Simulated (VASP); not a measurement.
A convergence study with VASP on SnO (space group no. 129 when undisturbed): a few settings are varied, all else stays as given below, so the limit is that of these other settings. One atom is moved off its site, so that forces are finite.

```
CELL_PARAMETERS angstrom
      3.78100     0.00000     0.00000
      0.00000     3.78100     0.00000
      0.00000     0.00000     4.81580
ATOMIC_POSITIONS crystal
  Sn 0.50000 0.00000 0.77238
  Sn 0.00000 0.50000 0.23800
  O  0.50000 0.50000 0.00000
  O  0.00000 0.00000 0.00000
```

Computed with PBEsol GGA, VASP's PBE PAW potentials (set 64) (plane waves; VASP). The last row used: 400 eV cut-off, 15×15×12 Γ-centred mesh shifted by (0.5, 0.5, 0.5), Fermi-Dirac smearing of 0.020 eV, potentials Sn_d O.

```tsv
setting	E (eV/atom)	pressure (GPa)	largest force (eV/Å)	irreducible k-points
2×2×1 mesh	…	…	…	1
2×2×2 mesh	-5.9956	1.75	1.222	1
3×3×2 mesh	-6.0389	1.13	1.047	3
3×3×3 mesh	-6.0377	1.22	0.984	6
4×4×3 mesh	…	0.77	…	6
5×5×4 mesh	-6.0491	0.73	1.088	12
6×6×5 mesh	-6.0489	0.78	1.089	18
7×7×6 mesh	-6.0489	0.77	1.087	30
8×8×6 mesh	-6.0489	0.78	1.087	30
8×8×7 mesh	-6.0490	0.79	1.087	40
9×9×7 mesh	-6.0490	0.77	1.087	60
10×10×8 mesh	-6.0489	0.77	1.087	60
11×11×9 mesh	-6.0490	0.77	1.088	105
13×13×10 mesh	-6.0490	0.78	1.088	140
14×14×11 mesh	-6.0490	0.78	1.087	168
15×15×12 mesh	-6.0490	0.78	1.088	216
```

Some entries are withheld; supply them.

- 2×2×1 mesh, E (eV/atom): -5.9663
- 2×2×1 mesh, pressure (GPa): 2.98
- 2×2×1 mesh, largest force (eV/Å): 1.083
- 4×4×3 mesh, E (eV/atom): -6.0497
- 4×4×3 mesh, largest force (eV/Å): 1.070

Left out are rungs that failed or repeat a setting and relaxations that didn't move; long series are thinned to 24 rows.

The structure is a typed SnO crystal (space group no. 129). The cell was not relaxed at this level, it is distorted from the ideal structure.
